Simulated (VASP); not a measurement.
Here is the system:

```yaml
crystal:
  lattice:
    - [1.59597, -2.76430, 0.00000]
    - [1.59597, 2.76430, 0.00000]
    - [0.00000, 0.00000, 4.96568]
  atoms:
    - { symbol: Hf, position: [0.33333, 0.66667, 0.25000] }
    - { symbol: Hf, position: [0.66667, 0.33333, 0.75000] }
```

The numbers are results of r2SCAN meta-GGA, VASP's PBE PAW potentials (set 64) (plane waves; VASP), not measurements. Run with 480 eV cut-off, 12×12×8 Γ-centred mesh, first-order Methfessel-Paxton smearing of 0.10 eV, potentials Hf_pv.

**Question.** Give the stress tensor in GPa (positive for a compressed cell).

**Answer.** 
```
1.21  0.00  0.00
0.00  1.21  0.00
0.00  0.00  3.11
```
The pressure is its mean diagonal, 1.84 GPa.

The compound is Hf in the hcp structure. This cell was strained or had an atom moved on purpose.
